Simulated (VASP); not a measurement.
These are PBEsol GGA, VASP's PBE PAW potentials (set 64) (plane waves; VASP) values and carry that method's errors.

Input for VASP

KPOINTS:
```
Automatic mesh
0
Gamma
9 9 6
0 0 0
```

POSCAR:
```
PtSe2
1
    1.8838800146    -3.2629761520    -0.0000000000
    1.8838800146     3.2629761520     0.0000000000
   -0.0000000000    -0.0000000000     4.8793027411
Pt Se
1 2
Direct
  0.0000000000   0.0000000000   0.0000000000
  0.3333330000   0.6666670000   0.2571356654
  0.6666670000   0.3333330000   0.7428643346
```

**INCAR**
```
ALGO  =  Normal
EDIFF  =  1E-6
EDIFFG  =  -0.02
ENCUT  =  400
GGA  =  PS
IBRION  =  2
ISIF  =  3
ISMEAR  =  1
LASPH  =  .TRUE.
LCHARG  =  .FALSE.
LMAXMIX  =  6
LREAL  =  .FALSE.
LWAVE  =  .FALSE.
NELM  =  100
NSW  =  60
PREC  =  Accurate
SIGMA  =  0.1
SYSTEM  =  PtSe2
```

POTCAR, in this order: Pt Se (PBE.64 set). Program: vasp_std.

What VASP printed:

### OUTCAR
```
 ion  position               nearest neighbor table
   1  0.000  0.000  0.000-   2 2.51   3 2.51   3 2.51   2 2.51   3 2.51   2 2.51
   2  0.333  0.667  0.257-   1 2.51   1 2.51   1 2.51
   3  0.667  0.333  0.743-   1 2.51   1 2.51   1 2.51
  LATTYP: Found a hexagonal cell.
 ALAT       =     3.7677602469
 C/A-ratio  =     1.2950141255
 Subroutine PRICEL returns:
 Original cell was already a primitive cell.
 Subroutine GETGRP returns: Found 12 space group operations
The static configuration has the point symmetry D_3d.
The dynamic configuration has the point symmetry D_3d.
 Subroutine INISYM returns: Found 12 space group operations
 Subroutine IBZKPT returns following result:
 Found     62 irreducible k-points:

 Following reciprocal coordinates:
            Coordinates               Weight
  0.000000  0.000000  0.000000      1.000000
  0.111111  0.000000  0.000000      6.000000
  0.222222 -0.000000  0.000000      6.000000
  0.333333  0.000000  0.000000      6.000000
  0.444444 -0.000000  0.000000      6.000000
  0.111111  0.111111  0.000000      6.000000
  0.222222  0.111111  0.000000     12.000000
  0.333333  0.111111  0.000000     12.000000
  0.444444  0.111111  0.000000      6.000000
  0.222222  0.222222  0.000000      6.000000
  0.333333  0.222222  0.000000     12.000000
  0.333333  0.333333  0.000000      2.000000
  0.000000  0.000000  0.166667      2.000000
  0.111111  0.000000  0.166667      6.000000
  0.000000  0.111111  0.166667      6.000000
  0.222222 -0.000000  0.166667      6.000000
 -0.000000  0.222222  0.166667      6.000000
  0.333333  0.000000  0.166667      6.000000
  0.000000  0.333333  0.166667      6.000000
  0.444444 -0.000000  0.166667      6.000000
 -0.000000  0.444444  0.166667      6.000000
  0.111111  0.111111  0.166667     12.000000
  0.222222  0.111111  0.166667     12.000000
 -0.111111  0.333333  0.166667     12.000000
  0.333333  0.111111  0.166667     12.000000
 -0.111111  0.444444  0.166667     12.000000
  0.444444  0.111111  0.166667     12.000000
  0.222222  0.222222  0.166667     12.000000
  0.333333  0.222222  0.166667     12.000000
 -0.222222 -0.444444  0.166667     12.000000
  0.333333  0.333333  0.166667      4.000000
  0.000000  0.000000  0.333333      2.000000
  0.111111  0.000000  0.333333      6.000000
  0.000000  0.111111  0.333333      6.000000
  0.222222 -0.000000  0.333333      6.000000
 -0.000000  0.222222  0.333333      6.000000
  0.333333  0.000000  0.333333      6.000000
  0.000000  0.333333  0.333333      6.000000
  0.444444 -0.000000  0.333333      6.000000
 -0.000000  0.444444  0.333333      6.000000
   k-points           NKPTS =     62   k-points in BZ     NKDIM =     62   number of bands    NBANDS=     15
   number of dos      NEDOS =    301   number of ions     NIONS =      3
   total plane-waves  NPLWV =  25088
   dimension x,y,z NGX =    28 NGY =   28 NGZ =   32
   dimension x,y,z NGXF=    56 NGYF=   56 NGZF=   64
   ions per type =               1   2
   PREC   = accura    normal or accurate (medium, high low for compatibility)
   ISTART =      0    job   : 0-new  1-cont  2-samecut
   ICHARG =      2    charge: 1-file 2-atom 10-const
   ISPIN  =      1    spin polarized calculation?
   LNONCOLLINEAR =      F non collinear calculations
   LSORBIT =      F    spin-orbit coupling
   INIWAV =      1    electr: 0-lowe 1-rand  2-diag
   ENCUT  =  400.0 eV  29.40 Ry    5.42 a.u.   6.14  6.14  7.96*2*pi/ulx,y,z
   NELM   =    100;   NELMIN=  2; NELMDL= -5     # of ELM steps
   EDIFF  = 0.1E-05   stopping-criterion for ELM
   LREAL  =      F    real-space projection
...
```

### OSZICAR
```
       N       E                     dE             d eps       ncg     rms          rms(c)
DAV:   1     0.945319734279E+02    0.94532E+02   -0.87769E+03  1932   0.103E+03
DAV:   2    -0.129914253867E+02   -0.10752E+03   -0.10510E+03  2420   0.213E+02
DAV:   3    -0.167181349324E+02   -0.37267E+01   -0.37110E+01  2182   0.430E+01
DAV:   4    -0.167439889141E+02   -0.25854E-01   -0.25850E-01  2364   0.386E+00
DAV:   5    -0.167442810537E+02   -0.29214E-03   -0.29214E-03  2266   0.386E-01    0.131E+01
DAV:   6    -0.161465284289E+02    0.59775E+00   -0.54210E+00  1888   0.226E+01    0.784E+00
DAV:   7    -0.159306111473E+02    0.21592E+00   -0.10036E+00  1895   0.108E+01    0.381E+00
DAV:   8    -0.159053736541E+02    0.25237E-01   -0.74280E-02  1986   0.198E+00    0.880E-01
DAV:   9    -0.159014873711E+02    0.38863E-02   -0.10162E-02  2126   0.105E+00    0.204E-01
DAV:  10    -0.159015394361E+02   -0.52065E-04   -0.12775E-03  2049   0.270E-01    0.393E-02
DAV:  11    -0.159015368489E+02    0.25872E-05   -0.63059E-05  2287   0.815E-02    0.191E-02
DAV:  12    -0.159015361654E+02    0.68354E-06   -0.81140E-06  2007   0.257E-02
   1 F= -.15901536E+02 E0= -.15901481E+02  d E =-.159015E+02
       N       E                     dE             d eps       ncg     rms          rms(c)
DAV:   1    -0.159056223349E+02   -0.40855E-02   -0.12455E-01  1874   0.269E+00    0.357E-01
DAV:   2    -0.159035632608E+02    0.20591E-02   -0.19866E-02  2056   0.140E+00    0.263E-01
DAV:   3    -0.159028748235E+02    0.68844E-03   -0.22110E-03  2028   0.505E-01    0.109E-01
DAV:   4    -0.159027493138E+02    0.12551E-03   -0.59335E-04  1993   0.148E-01    0.348E-02
DAV:   5    -0.159027425654E+02    0.67483E-05   -0.34167E-05  2231   0.587E-02    0.222E-02
DAV:   6    -0.159027418246E+02    0.74078E-06   -0.56623E-06  1972   0.195E-02
   2 F= -.15902742E+02 E0= -.15902708E+02  d E =-.120566E-02
       N       E                     dE             d eps       ncg     rms          rms(c)
DAV:   1    -0.159027578043E+02   -0.15239E-04   -0.46916E-04  1881   0.165E-01    0.219E-02
DAV:   2    -0.159027501889E+02    0.76153E-05   -0.73632E-05  2049   0.848E-02    0.158E-02
DAV:   3    -0.159027477934E+02    0.23956E-05   -0.80631E-06  2028   0.306E-02    0.649E-03
DAV:   4    -0.159027475270E+02    0.26639E-06   -0.20116E-06  1028   0.897E-03
   3 F= -.15902748E+02 E0= -.15902712E+02  d E =-.121136E-02
       N       E                     dE             d eps       ncg     rms          rms(c)
DAV:   1    -0.159058572336E+02   -0.31094E-02   -0.86690E-02  1874   0.238E+00    0.299E-01
DAV:   2    -0.159040915791E+02    0.17657E-02   -0.82920E-03  2070   0.936E-01    0.151E-01
DAV:   3    -0.159037148441E+02    0.37674E-03   -0.94364E-04  2007   0.302E-01    0.627E-02
DAV:   4    -0.159036209489E+02    0.93895E-04   -0.47932E-04  2063   0.152E-01    0.310E-02
DAV:   5    -0.159036229584E+02   -0.20095E-05   -0.12600E-05  2077   0.295E-02    0.172E-02
DAV:   6    -0.159036238011E+02   -0.84264E-06   -0.49329E-06  2119   0.180E-02
   4 F= -.15903624E+02 E0= -.15903613E+02  d E =-.876274E-03
       N       E                     dE             d eps       ncg     rms          rms(c)
DAV:   1    -0.159042666116E+02   -0.64365E-03   -0.21495E-02  1874   0.119E+00    0.149E-01
DAV:   2    -0.159038286081E+02    0.43800E-03   -0.20605E-03  2098   0.468E-01    0.750E-02
DAV:   3    -0.159037358626E+02    0.92746E-04   -0.23310E-04  1993   0.150E-01    0.313E-02
DAV:   4    -0.159037132148E+02    0.22648E-04   -0.11932E-04  2070   0.754E-02    0.155E-02
DAV:   5    -0.159037138532E+02   -0.63839E-06   -0.31183E-06  1915   0.148E-02
   5 F= -.15903714E+02 E0= -.15903717E+02  d E =-.966326E-03
       N       E                     dE             d eps       ncg     rms          rms(c)
DAV:   1    -0.159037237116E+02   -0.10497E-04   -0.30941E-04  1860   0.140E-01    0.181E-02
DAV:   2    -0.159037174914E+02    0.62201E-05   -0.28238E-05  2098   0.547E-02    0.917E-03
DAV:   3    -0.159037160379E+02    0.14536E-05   -0.31394E-06  1496   0.177E-02    0.387E-03
DAV:   4    -0.159037155787E+02    0.45917E-06   -0.18232E-06   951   0.942E-03
   6 F= -.15903716E+02 E0= -.15903717E+02  d E =-.968052E-03
       N       E                     dE             d eps       ncg     rms          rms(c)
DAV:   1    -0.159038723148E+02   -0.15628E-03   -0.38789E-03  1874   0.472E-01    0.588E-02
DAV:   2    -0.159037973702E+02    0.74945E-04   -0.46230E-04  1958   0.225E-01    0.342E-02
DAV:   3    -0.159037790902E+02    0.18280E-04   -0.42198E-05  2140   0.718E-02    0.120E-02
DAV:   4    -0.159037752742E+02    0.38160E-05   -0.25637E-05  1993   0.307E-02    0.481E-03
DAV:   5    -0.159037751957E+02    0.78473E-07   -0.11814E-06  1214   0.908E-03
   7 F= -.15903775E+02 E0= -.15903774E+02  d E =-.596170E-04
```

### OUTCAR
```
------------------------ aborting loop because EDIFF is reached ----------------------------------------
  FORCE on cell =-STRESS in cart. coord.  units (eV):
  Direction    XX          YY          ZZ          XY          YZ          ZX
  --------------------------------------------------------------------------------------
  Total        0.0198253      0.0198253     -0.0554532      0.0000000      0.0000000      0.0000000
  in kB        0.5311061      0.5311062     -1.4855512      0.0000000      0.0000000      0.0000000
  external PRESSURE =      -0.1411130 kB  Pullay stress =       0.0000000 kB
  volume of cell :       59.81
      direct lattice vectors                 reciprocal lattice vectors
     1.878004407 -3.252799299  0.000000000     0.266240057 -0.153713757 -0.000000000
     1.878004407  3.252799299  0.000000000     0.266240057  0.153713757 -0.000000000
     0.000000000  0.000000000  4.895142632    -0.000000000  0.000000000  0.204284139
 POSITION                                       TOTAL-FORCE (eV/Angst)
 -----------------------------------------------------------------------------------
      0.00000      0.00000      0.00000        -0.000000     -0.000000     -0.000000
      1.87800      1.08427      1.27192         0.000000      0.000000      0.013701
      1.87800     -1.08427      3.62322        -0.000000     -0.000000     -0.013701
 -----------------------------------------------------------------------------------
    total drift:                               -0.000000     -0.000000      0.000000
  FREE ENERGIE OF THE ION-ELECTRON SYSTEM (eV)
  ---------------------------------------------------
  free  energy   TOTEN  =       -15.9037751957 eV

  energy  without entropy=      -15.9037716887  energy(sigma->0) =      -15.90377403

 reached required accuracy - stopping structural energy minimisation
```
(Selected blocks of OUTCAR.)

### CONTCAR
```
PtSe2
   1.00000000000000
     1.8780044069165953   -3.2527992986142045    0.0000000000000000
     1.8780044069165953    3.2527992986142045    0.0000000000000000
     0.0000000000000000    0.0000000000000000    4.8951426324849336
  Pt              Se
     1     2
Direct
     0.0000000000000000    0.0000000000000000    0.0000000000000000
     0.3333330000000032    0.6666669999999968    0.2598331552506830
     0.6666669999999968    0.3333330000000032    0.7401668447493170
```

**OUTCAR**
```
 val. band max:        6.4971402762   @ k =   0.1111   0.0000   0.0000

 cond. band min:       6.5531151414   @ k =   0.0000   0.3333   0.3333


 Fermi energy:         6.5393017861

 k-point     1 :       0.0000    0.0000    0.0000
  band No.  band energies     occupation
      1      -9.1756      2.00000
      2      -6.1500      2.00000
      3      -0.6567      2.00000
      4       0.1780      2.00000
      5       0.1780      2.00000
      6       2.6469      2.00000
      7       2.6469      2.00000
      8       4.0228      2.00000
      9       5.5003      2.00000
     10       5.5003      2.00000
     11       7.2257     -0.00000
     12       7.7396     -0.00000
     13       7.7397     -0.00000
     14       9.8234      0.00000
     15      10.5683      0.00000

 k-point     2 :       0.1111    0.0000    0.0000
  band No.  band energies     occupation
      1      -9.0404      2.00000
      2      -6.2230      2.00000
      3      -0.4907      2.00000
      4       0.2656      2.00000
      5       0.2983      2.00000
      6       2.4523      2.00000
      7       2.5536      2.00000
      8       3.7300      2.00000
      9       5.0171      2.00000
     10       5.3164      2.00000
     11       6.4971      1.64813
     12       7.8647     -0.00000
     13       7.9696     -0.00000
     14      10.6804      0.00000
     15      11.3402      0.00000

 k-point     3 :       0.2222   -0.0000    0.0000
  band No.  band energies     occupation
      1      -8.6584      2.00000
      2      -6.4151      2.00000
      3      -0.0407      2.00000
      4       0.4941      2.00000
      5       0.6252      2.00000
      6       1.6598      2.00000
      7       2.3839      2.00000
      8       3.1795      2.00000
      9       4.5145      2.00000
     10       4.7923      2.00000
     11       5.4395      2.00000
     12       8.0399     -0.00000
     13       8.2290     -0.00000
     14      11.3685      0.00000
     15      12.4206      0.00000
...
```

Without a dispersion term in the relaxation, distances and binding between the weakly bound layers, chains or molecules are unreliable, and so is what depends on them. Unless said otherwise, spin-orbit coupling is left out, though it shifts the bands of the heavy elements here.

The compound is PtSe2 in the 1T layered structure. This run relaxes it. Symmetry was kept, so distortions that lower it aren't found. The start is the result of an earlier pass.
